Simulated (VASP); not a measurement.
Output of a VASP run:

### OSZICAR
```
       N       E                     dE             d eps       ncg     rms          rms(c)
DAV:   1     0.109317116290E+03    0.10932E+03   -0.72258E+03  4904   0.123E+03
DAV:   2    -0.629638346106E+01   -0.11561E+03   -0.11283E+03  5224   0.430E+02
DAV:   3    -0.111204135389E+02   -0.48240E+01   -0.45831E+01  7228   0.731E+01
DAV:   4    -0.113755916061E+02   -0.25518E+00   -0.25238E+00  6856   0.153E+01
DAV:   5    -0.113862407175E+02   -0.10649E-01   -0.10630E-01  7364   0.242E+00    0.804E+00
DAV:   6    -0.109846705815E+02    0.40157E+00   -0.77324E-01  7554   0.116E+01    0.286E+00
DAV:   7    -0.109358713253E+02    0.48799E-01   -0.23560E-01  7662   0.628E+00    0.930E-01
DAV:   8    -0.109401825631E+02   -0.43112E-02   -0.12716E-02  5582   0.169E+00    0.529E-02
DAV:   9    -0.109402315409E+02   -0.48978E-04   -0.97720E-04  8342   0.353E-01    0.425E-02
DAV:  10    -0.109402466052E+02   -0.15064E-04   -0.23572E-05  5808   0.649E-02    0.181E-02
DAV:  11    -0.109402402685E+02    0.63368E-05   -0.70972E-06  5562   0.519E-02    0.289E-03
DAV:  12    -0.109402403796E+02   -0.11117E-06   -0.24865E-07  5616   0.552E-03    0.104E-03
DAV:  13    -0.109402402755E+02    0.10414E-06   -0.34288E-08  2886   0.353E-03    0.175E-04
DAV:  14    -0.109402402906E+02   -0.15109E-07   -0.65543E-09  2794   0.115E-03
   1 F= -.10940240E+02 E0= -.10940397E+02  d E =0.469481E-03
```

OUTCAR:
```
------------------------ aborting loop because EDIFF is reached ----------------------------------------
  FORCE on cell =-STRESS in cart. coord.  units (eV):
  Direction    XX          YY          ZZ          XY          YZ          ZX
  --------------------------------------------------------------------------------------
  Total        0.4916768      0.3582686      0.4916768      0.0000000     -0.0000000      0.0000000
  in kB       46.1217918     33.6074260     46.1217918      0.0000000     -0.0000000      0.0000000
  external PRESSURE =      41.9503365 kB  Pullay stress =       0.0000000 kB
  volume of cell :       17.08
      direct lattice vectors                 reciprocal lattice vectors
    -1.616912185  1.633244631  1.616912185     0.000000000  0.306139075  0.309231388
     1.616912185 -1.633244631  1.616912185     0.309231388  0.000000000  0.309231388
     1.616912185  1.633244631 -1.616912185     0.309231388  0.306139075  0.000000000
 POSITION                                       TOTAL-FORCE (eV/Angst)
 -----------------------------------------------------------------------------------
      0.00000      0.00000      0.00000        -0.000000     -0.000000      0.000000
 -----------------------------------------------------------------------------------
    total drift:                                0.000000     -0.000000      0.000000
  FREE ENERGIE OF THE ION-ELECTRON SYSTEM (eV)
  ---------------------------------------------------
  free  energy   TOTEN  =       -10.9402402906 eV

  energy  without entropy=      -10.9407097714  energy(sigma->0) =      -10.94039678
```
(Selected blocks of OUTCAR.)

**POSCAR**
```
Nb
1
   -1.6169121851     1.6332446314     1.6169121851
    1.6169121851    -1.6332446314     1.6169121851
    1.6169121851     1.6332446314    -1.6169121851
Nb
1
Direct
  0.0000000000   0.0000000000   0.0000000000
```

Q: Write an INCAR and KPOINTS that could have produced this output.

A: Several could match; the one computed here: the input of the run itself, PBEsol GGA, plane waves, VASP's PBE PAW potentials (set 64).

**KPOINTS**
```
Regular mesh
0
gamma
14 14 14
0 0 0
```

### INCAR
```
ISIF = 2   ! forces and stress, cell fixed
LCHARG = F
LWAVE = F
NELM = 100
ENCUT = 480   ! plane-wave cut-off (eV)
SYSTEM = Nb
GGA = PS
EDIFF = 1E-7   ! SCF stop (eV)
LREAL = F
PREC = Accurate
SIGMA = 0.1   ! width (eV)
LMAXMIX = 4   ! l cut-off of mixed one-centre charges
ALGO = Normal   ! blocked Davidson
ISMEAR = 1
LASPH = T   ! aspherical one-centre terms
```

POTCAR, in this order: Nb_sv (PBE.64 set). Program: vasp_std.

The compound is Nb in the bcc structure. This cell was strained or had an atom moved on purpose.
